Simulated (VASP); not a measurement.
Consider the following.

```cif
data_Hg8Pt2
_chemical_formula_sum 'Hg8 Pt2'
_space_group_name_H-M_alt 'Im-3m'
_space_group_IT_number 229
_space_group_name_Hall '-I 4 2 3'
_cell_length_a 6.23752
_cell_length_b 6.23752
_cell_length_c 6.23752
_cell_angle_alpha 90.000
_cell_angle_beta 90.000
_cell_angle_gamma 90.000
loop_
_atom_site_label
_atom_site_type_symbol
_atom_site_symmetry_multiplicity
_atom_site_Wyckoff_symbol
_atom_site_fract_x
_atom_site_fract_y
_atom_site_fract_z
_atom_site_occupancy
Hg1 Hg 8 c 0.25000 0.25000 0.25000 1
Pt1 Pt 2 a 0.00000 0.00000 0.00000 1
```
(The calculation used a cell of 5 atoms; values per cell refer to that cell.)

Computed with PBEsol GGA, VASP's PBE PAW potentials (set 64) (plane waves; VASP). Run with 480 eV cut-off, 6×6×6 Γ-centred mesh, first-order Methfessel-Paxton smearing of 0.10 eV, potentials Hg Pt.

Each relaxation starts from this cell; other phases were not tried.

The cell is relaxed at 1 GPa. What happens?

The volume per atom goes from 24.27 to 24.02 Å³ (-1.0 %), and the cell becomes a = 6.2161 Å, b = 6.2161 Å, c = 6.2161 Å, α = 90.00°, β = 90.00°, γ = 90.00°, space group Im-3m.

The cell is relaxed at 30 GPa. What happens?

The volume per atom goes from 24.27 to 19.84 Å³ (-18.2 %), and the cell becomes a = 5.833 Å, b = 5.833 Å, c = 5.833 Å, α = 90.00°, β = 90.00°, γ = 90.00°, space group Im-3m.

Failed runs are left out, and for metals the shear rows, which the mesh's noise covers.

The structure comes from a computed database's Hg4Pt entry (Im-3m); how it stands against other phases isn't given here.
